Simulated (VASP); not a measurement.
Method: PBE GGA, VASP's PBE PAW potentials (set 64) (plane waves; VASP).

VASP input:

KPOINTS:
```
Automatic mesh
0
gamma
  10 10 10
0 0 0
```

### INCAR
```
SYSTEM = Ce
PREC = Accurate
ENCUT = 300
EDIFF = 1E-6
NELM = 100
ALGO = Normal
LREAL = .FALSE.
LASPH = .TRUE.
ISMEAR = -1
SIGMA = 0.1
GGA = PE
LMAXMIX = 6
LWAVE = .FALSE.
LCHARG = .FALSE.
ISIF = 2
```

File POSCAR:
```
Ce
1
    0.0000000000     2.3062040000     2.3062040000
    2.3062040000     0.0000000000     2.3062040000
    2.3062040000     2.3062040000     0.0000000000
Ce
1
Direct
  0.0000000000   0.0000000000   0.0000000000
```

POTCAR, in this order: Ce (PBE.64 set). Program: vasp_std.

At this cut-off the stress carries a Pulay error, which pulls relaxed volumes low.

### Question
Estimate the energy per atom (σ→0), pressure, band gap (on the k-mesh).

### Answer

```json
{
  "energy per atom (σ→0)": "-5.909 eV/atom",
  "band gap (on the k-mesh)": "none (metal, semimetal or under 0.01 eV)",
  "pressure": "3.49 GPa"
}
```

**OSZICAR**
```
...
DAV:   8    -0.595905365540E+01    0.65830E-01   -0.10854E+00  1466   0.821E+00    0.117E+00
DAV:   9    -0.594984064486E+01    0.92130E-02   -0.12114E-01  1694   0.299E+00    0.214E-01
DAV:  10    -0.595047114945E+01   -0.63050E-03   -0.50000E-03  1584   0.484E-01    0.153E-01
DAV:  11    -0.595046524649E+01    0.59030E-05   -0.56876E-04  1684   0.208E-01    0.646E-02
DAV:  12    -0.595047525744E+01   -0.10011E-04   -0.62780E-05  1600   0.497E-02    0.109E-02
DAV:  13    -0.595047529998E+01   -0.42548E-07   -0.14064E-05  1716   0.286E-02    0.270E-03
DAV:  14    -0.595047543208E+01   -0.13209E-06   -0.26990E-06   898   0.530E-03
   1 F= -.59504754E+01 E0= -.59092290E+01  d E =-.824928E-01
```

The structure comes from a computed database's Ce entry; how it stands against other phases isn't given here. The cell was not relaxed at this level, and its volume differs by -5.9 % from the start's. The run is not spin-polarised, so no magnetic state was tried.
